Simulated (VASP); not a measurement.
All values below come from PBEsol GGA, VASP's PBE PAW potentials (set 64) (plane waves; VASP).

VASP ran on this input.

File POSCAR:
```
AgF
1
   -0.0000000000     2.6563655152     2.6563655152
    2.6563655152    -0.0000000000     2.6563655152
    2.6563655152     2.6563655152     0.0000000000
Ag F
1 1
Direct
  1.0000000000   1.0000000000   1.0000000000
  0.2500000000   0.2500000000   0.2500000000
```

File KPOINTS:
```
Automatic mesh
0
Gamma
13 13 13
0 0 0
```

INCAR:
```
SYSTEM = AgF
PREC = Accurate; ENCUT = 520; LREAL = .FALSE.
LASPH = .TRUE.
EDIFF = 1E-7; NELM = 100; ALGO = Normal
LMAXMIX = 4
ISMEAR = -5
GGA = PS
ISIF = 2
LWAVE = .FALSE.; LCHARG = .TRUE.; LORBIT = 11
NEDOS = 601
```

POTCAR, in this order: Ag F (PBE.64 set). Program: vasp_std.

The run wrote:

OUTCAR:
```
 ion  position               nearest neighbor table
   1  0.000  0.000  0.000-   2 2.30   2 2.30   2 2.30   2 2.30
   2  0.250  0.250  0.250-   1 2.30   1 2.30   1 2.30   1 2.30
  LATTYP: Found a face centered cubic cell.
 ALAT       =     5.3127310304
 Subroutine PRICEL returns:
 Original cell was already a primitive cell.
 Subroutine GETGRP returns: Found 24 space group operations
The static configuration has the point symmetry T_d .
The dynamic configuration has the point symmetry T_d .
 Subroutine INISYM returns: Found 24 space group operations
 Subroutine IBZKPT returns following result:
 Found     84 irreducible k-points:

 Following reciprocal coordinates:
            Coordinates               Weight
  0.000000  0.000000  0.000000      1.000000
  0.076923  0.000000  0.000000      8.000000
  0.153846  0.000000  0.000000      8.000000
  0.230769  0.000000  0.000000      8.000000
  0.307692  0.000000  0.000000      8.000000
  0.384615  0.000000  0.000000      8.000000
  0.461538  0.000000  0.000000      8.000000
  0.076923  0.076923  0.000000      6.000000
  0.153846  0.076923  0.000000     24.000000
...
```

File OSZICAR:
```
       N       E                     dE             d eps       ncg     rms          rms(c)
DAV:   1     0.105178531818E+03    0.10518E+03   -0.95529E+03  2248   0.128E+03
DAV:   2    -0.374419061724E+01   -0.10892E+03   -0.10142E+03  2424   0.286E+02
DAV:   3    -0.746301894273E+01   -0.37188E+01   -0.37048E+01  2489   0.575E+01
DAV:   4    -0.747856735408E+01   -0.15548E-01   -0.15548E-01  2299   0.415E+00
DAV:   5    -0.747867827923E+01   -0.11093E-03   -0.11093E-03  2469   0.351E-01    0.625E+00
DAV:   6    -0.677280492435E+01    0.70587E+00   -0.24985E+00  2264   0.204E+01    0.433E+00
DAV:   7    -0.673752777163E+01    0.35277E-01   -0.18036E-01  2194   0.626E+00    0.272E+00
DAV:   8    -0.672655499287E+01    0.10973E-01   -0.67879E-02  2219   0.296E+00    0.703E-01
DAV:   9    -0.672455061600E+01    0.20044E-02   -0.56875E-03  2239   0.809E-01    0.874E-02
DAV:  10    -0.672476449744E+01   -0.21388E-03   -0.20487E-04  2394   0.150E-01    0.546E-02
DAV:  11    -0.672481799041E+01   -0.53493E-04   -0.50664E-05  2394   0.637E-02    0.132E-02
DAV:  12    -0.672481956947E+01   -0.15791E-05   -0.78924E-06  2489   0.366E-02    0.646E-03
DAV:  13    -0.672481933320E+01    0.23626E-06   -0.99032E-07  2314   0.158E-02    0.154E-03
DAV:  14    -0.672481934958E+01   -0.16373E-07   -0.20888E-07  2031   0.491E-03
   1 F= -.67248193E+01 E0= -.67248193E+01  d E =0.000000E+00
```

### OUTCAR
```
------------------------ aborting loop because EDIFF is reached ----------------------------------------
  FORCE on cell =-STRESS in cart. coord.  units (eV):
  Direction    XX          YY          ZZ          XY          YZ          ZX
  --------------------------------------------------------------------------------------
  Total        0.0014294      0.0014294      0.0014294     -0.0000000     -0.0000000     -0.0000000
  in kB        0.0610886      0.0610886      0.0610886     -0.0000000     -0.0000000     -0.0000000
  external PRESSURE =       0.0610886 kB  Pullay stress =       0.0000000 kB
  volume of cell :       37.49
      direct lattice vectors                 reciprocal lattice vectors
     0.000000000  2.656365515  2.656365515    -0.188227108  0.188227108  0.188227108
     2.656365515  0.000000000  2.656365515     0.188227108 -0.188227108  0.188227108
     2.656365515  2.656365515  0.000000000     0.188227108  0.188227108 -0.188227108
 POSITION                                       TOTAL-FORCE (eV/Angst)
 -----------------------------------------------------------------------------------
      0.00000      0.00000      0.00000        -0.000000     -0.000000     -0.000000
      1.32818      1.32818      1.32818         0.000000      0.000000      0.000000
 -----------------------------------------------------------------------------------
    total drift:                                0.000000      0.000000      0.000000
  FREE ENERGIE OF THE ION-ELECTRON SYSTEM (eV)
  ---------------------------------------------------
  free  energy   TOTEN  =        -6.7248193496 eV

  energy  without entropy=       -6.7248193496  energy(sigma->0) =       -6.72481935

 total charge

# of ion       s       p       d       tot
------------------------------------------
    1        0.162   0.141   9.393   9.696
    2        1.735   4.281   0.000   6.017
--------------------------------------------------
tot          1.897   4.422   9.393  15.712
```
(Selected blocks of OUTCAR.)

For a metal the tetrahedron method with Blöchl corrections gives inexact stress and forces.

The structure was generated: AgF was put into the zinc blende type (F-43m), which need not be its known phase. It was relaxed first, which changed the volume by +48 %.
